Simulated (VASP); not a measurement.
BaTiO3:

```
CELL_PARAMETERS angstrom
4.00600 0.00000 0.00000
0.00000 4.00600 0.00000
0.00000 0.00000 4.00600
ATOMIC_POSITIONS crystal
Ba 0.50000 0.50000 0.50000
Ti 0.00000 0.00000 0.00000
O 0.50000 0.00000 0.00000
O 0.00000 0.50000 0.00000
O 0.00000 0.00000 0.50000
```

| Property | Result |
| --- | --- |
| Program | VASP 6.6.1 |
| Task | relaxation of cell and atoms |
| Functional | PBE |
| Potentials or basis | VASP PAW PBE potentials, release 64 (Ba_sv, Ti_sv, O) |
| Cutoff | 600 eV |
| k mesh | 7 × 7 × 7 |
| Occupations | gaussian, width 0.1 eV |
| Spin | collinear spin, ferromagnetic start |
| Starting moments | [0.0, 1.0, 0.0, 0.0, 0.0] μB |

At the start: pressure 3.3 GPa; volume 12.86 Å³/atom.

Where does the relaxation end?

Over 3 steps the energy falls by 2.5 meV/atom and the volume is 13.11 Å³/atom (+2.0 %); space group Pm-3m (No. 221, to 0.05 Å); moment 0.00 μB per cell.

The path:
```
step  energy change (eV)  largest force (eV/Å)  pressure (GPa)  volume (Å³)
   1              0.0000                0.0000            3.27        64.29
   2             -0.0015                0.0000           -2.84        66.76
   3             -0.0125                0.0000            0.00        65.55
```

Final structure:
```
CELL_PARAMETERS angstrom
4.03194 0.00000 0.00000
0.00000 4.03194 0.00000
0.00000 0.00000 4.03194
ATOMIC_POSITIONS crystal
Ba 0.50000 0.50000 0.50000
Ti 0.00000 0.00000 0.00000
O 0.50000 0.00000 0.00000
O 0.00000 0.50000 0.00000
O 0.00000 0.00000 0.50000
```
